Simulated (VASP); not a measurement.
Consider the following.

```yaml
crystal:
  lattice:
    - [3.03661, 0.00000, 0.00000]
    - [0.00000, 3.03661, 0.00000]
    - [0.00000, 0.00000, 6.15063]
  atoms:
    - { symbol: Sn, position: [0.00000, 0.00000, 0.00000] }
    - { symbol: Sb, position: [0.00000, 0.00000, 0.50000] }
```

The numbers are results of PBEsol GGA, VASP's PBE PAW potentials (set 64) (plane waves; VASP 6.6.1), not measurements. Run with 400 eV cut-off, Gaussian smearing of 0.050 eV, potentials Sn_d Sb.

Q: Give the energies of bands 6 to 12 at the high-symmetry points, in eV from the Fermi level.

A: 
```tsv
band	Γ	X	M	Z	R	A
6	-12.05	-9.27	-6.27	-11.69	-8.97	-6.03
7	-8.72	-5.50	-3.12	-9.96	-6.86	-3.60
8	-5.26	-5.40	-3.12	-1.61	-4.95	-2.75
9	4.22	-2.90	-1.83	-0.99	-3.79	-2.75
10	4.22	-2.84	-0.66	4.57	0.92	-1.28
11	4.24	2.42	-0.49	4.57	1.71	-1.28
12	7.29	6.53	-0.49	6.47	5.40	2.98
```

It has no gap at this level: it comes out as a metal or semimetal.

The structure comes from a computed database's SnSb entry (P4/mmm); how it stands against other phases isn't given here. It was relaxed first. The electron count is odd and the run is not spin-polarised, which forces a metal.
